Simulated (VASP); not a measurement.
Runs of VASP 6.6.1 on Al. The structure is cubic, space group Fm-3m (No. 225). The conventional cell has a = 3.983 Å, b = 3.983 Å, c = 3.983 Å, α = 90.00°, β = 90.00°, γ = 90.00°. Al (site symmetry m-3m) is surrounded by 12 Al at 2.82 Å. 

| task | cell | gap on the mesh (eV) | pressure (GPa) |
| --- | --- | --- | --- |
| relaxation of cell and atoms | relaxed | none | 0.0 |
| single point | a relaxed cell with its volume scaled by 1.03 | none | (b) |
| single point | as given | none | 0.0 |
| single point | a relaxed cell with its volume scaled by 0.97 | none | (a) |
| single point | a relaxed cell with its volume scaled by 1.09 | none | -6.6 |
| single point | a relaxed cell with its volume scaled by 0.91 | none | 10.9 |
| single point | a relaxed cell with its volume scaled by 1.06 | none | -4.8 |

Alike in all rows: level r2SCAN+rVV10; potentials or basis VASP PAW PBE potentials, release 64 (Al); no spin polarisation; k mesh 18 × 18 × 18; cutoff (eV) 520; smearing gaussian 0.1 eV.

Fill in the values left out.

(a) 3.1; (b) -2.6.

Caveats: the PAW data sets were made with another functional, which shifts forces and pressure a little; the relaxation stopped at its first step, so nothing moved (some runs).

A gap of «none» marks a metal or a gap under the smearing width.
